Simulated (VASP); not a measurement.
A convergence study with VASP on Co (space group P6_3/mmc): one setting is varied, all else stays as given below, so the limit is that of these other settings.

```
CELL_PARAMETERS angstrom
      1.26127    -2.18459     0.00000
      1.26127     2.18459     0.00000
      0.00000     0.00000     4.09035
ATOMIC_POSITIONS crystal
  Co 0.33333 0.66667 0.25000
  Co 0.66667 0.33333 0.75000
```
Starting moments (μB, in the order of the record's atoms Co Co): 2.0 2.0.

Level of theory: LDA (Ceperley-Alder, Perdew-Zunger), VASP's LDA PAW potentials (set 64) (plane waves; VASP). The tightest run used: 300 eV cut-off, 14×14×8 Γ-centred mesh, Fermi-Dirac smearing of 0.10 eV, potentials Co.

```json
[
 {"setting": "4×4×2 mesh", "highest Γ mode (cm⁻¹)": "156.2", "irreducible k-points": "8"},
 {"setting": "5×5×3 mesh", "highest Γ mode (cm⁻¹)": "182.5", "irreducible k-points": "10"},
 {"setting": "6×6×4 mesh", "highest Γ mode (cm⁻¹)": "180.9", "irreducible k-points": "21"}
]
```

### Question
These are the cheaper rows. Estimate the results at 14×14×8 mesh, and how far the last row shown lies from them.

### Answer

```json
[
 {"quantity": "highest Γ mode (cm⁻¹)", "tightest run": "188.8", "last row shown is off by": "-7.9"}
]
```

Left out are rungs that failed or repeat a setting and relaxations that didn't move; long series are thinned to 24 rows.

The structure is a typed Co crystal (space group no. 194). The cell was not relaxed at this level. The spin order is the one that the start imposed; others were not tried in this run.
